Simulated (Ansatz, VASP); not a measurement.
**One calculation of SrMg, two programs**

INCAR

```
SYSTEM = SrMg
PREC = Accurate ; ENCUT = 520
EDIFF = 1E-6 ; ISMEAR = -1
SIGMA = 0.05 ; LREAL = .FALSE.
LASPH = .TRUE. ; NELM = 100
ALGO = Normal ; ISIF = 2
LWAVE = .FALSE. ; LCHARG = .TRUE.
GGA = CA ; LELF = .TRUE.
LVHAR = .TRUE. ; NBANDS = 13
```

The input KPOINTS:

```
regular mesh
0
G
  9 9 9
  0 0 0
```

Contents of POSCAR:

```
SrMg
1.0
    3.8472908360      0.0000000000      0.0000000000
    0.0000000000      3.8472908360      0.0000000000
    0.0000000000      0.0000000000      3.8472908360
Sr Mg
1 1
Direct
    0.5000000000      0.5000000000      0.5000000000
    0.0000000000      0.0000000000      0.0000000000
```

Input for Ansatz:

```yaml
crystal:
  lattice:
    - [3.847290836, 0.0, 0.0]
    - [0.0, 3.847290836, 0.0]
    - [0.0, 0.0, 3.847290836]
  atoms:
    - { symbol: Sr, position: [0.5, 0.5, 0.5] }
    - { symbol: Mg, position: [0.0, 0.0, 0.0] }
kpoints:
  mp_grid: { grid: [9, 9, 9] }
  band_path:
    path:
      - [0.0, 0.0, 0.0]
      - [0.0, 0.5, 0.0]
      - [0.5, 0.5, 0.0]
      - [0.0, 0.0, 0.0]
      - [0.5, 0.5, 0.5]
      - [0.0, 0.5, 0.0]
      - [0.5, 0.5, 0.5]
      - [0.5, 0.5, 0.0]
    npoints: 5
scf:
  occupations: { method: fermi_dirac, width: 0.05 }
hamiltonian:
  xc: lda
  pseudopotentials: { kind: all_electron, lapw: { basis_error: 0.0005 } }
output:
  forces: true
  stress: true
  eigenvalues: true
```

Change from the starting cell: volume scaled by 0.96.

Alike in both runs: task single point; functional LDA; k mesh 9 × 9 × 9; occupations fermi-dirac, width 0.05 eV; no spin polarisation.

|  | VASP | Ansatz |
| --- | --- | --- |
| version | VASP 6.6.1 | Ansatz 0.2.0 |
| potentials or method | VASP PAW LDA potentials, release 64 (Sr_sv, Mg) | all-electron LAPW, scalar-relativistic |
| plane-wave cutoff (eV) | 520 | see its input |

|  | VASP | Ansatz | Ansatz less VASP |
| --- | --- | --- | --- |
| pressure (GPa) | 4.8 | 5.0 | +0.13 |

Ansatz ran all-electron here, so the differences hold the error of VASP's frozen core and of both bases.
